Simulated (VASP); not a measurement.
A VASP calculation is set up with these files.

INCAR:
```
SYSTEM = Bi
PREC = Accurate
ENCUT = 480
EDIFF = 1E-7
NELM = 100
ALGO = Normal
LREAL = .FALSE.
LASPH = .TRUE.
ISMEAR = 1
SIGMA = 0.1
GGA = PS
LMAXMIX = 4
LWAVE = .FALSE.
LCHARG = .FALSE.
ISIF = 2
```

**POSCAR**
```
Bi
1
    0.0000000000     2.4748667387     2.4748667387
    2.4624924050     0.0000000000     2.4748667387
    2.4624924050     2.4748667387     0.0000000000
Bi
1
Direct
  0.0000000000   0.0000000000   0.0000000000
```

KPOINTS:
```
Automatic mesh
0
Gamma
  12 12 12
```

POTCAR, in this order: Bi_d (PBE.64 set). Program: vasp_std.

Question: Translate this PBEsol calculation to Ansatz.

Answer: One equivalent input (not run):
Ansatz 0.2 input:
```yaml
crystal:
  lattice:
    - [0.0000000, 2.4748667, 2.4748667]
    - [2.4624924, 0.0000000, 2.4748667]
    - [2.4624924, 2.4748667, 0.0000000]
  atoms:
    - { symbol: Bi, position: [0.0000000, 0.0000000, 0.0000000] }
kpoints:
  mp_grid: { grid: [12, 12, 12] }
hamiltonian:
  xc: pbesol
  pseudopotentials: { kind: paw }
scf:
  occupations: { method: methfessel_paxton, width: 0.1 }
  max_iter: 100
output: { forces: true, stress: true, eigenvalues: true }
```
The two are equivalent in intent, not identical: each code has its own PAW files, so the cut-off isn't converted (ENCUT is set for VASP's; basis.ecutwfc is left out, and Ansatz then takes the one that its files recommend); Ansatz stops its SCF on the density residual and VASP on the energy change (EDIFF).

The structure was generated: Bi was put into the fcc type (Fm-3m), which need not be its known phase. This cell was strained or had an atom moved on purpose.
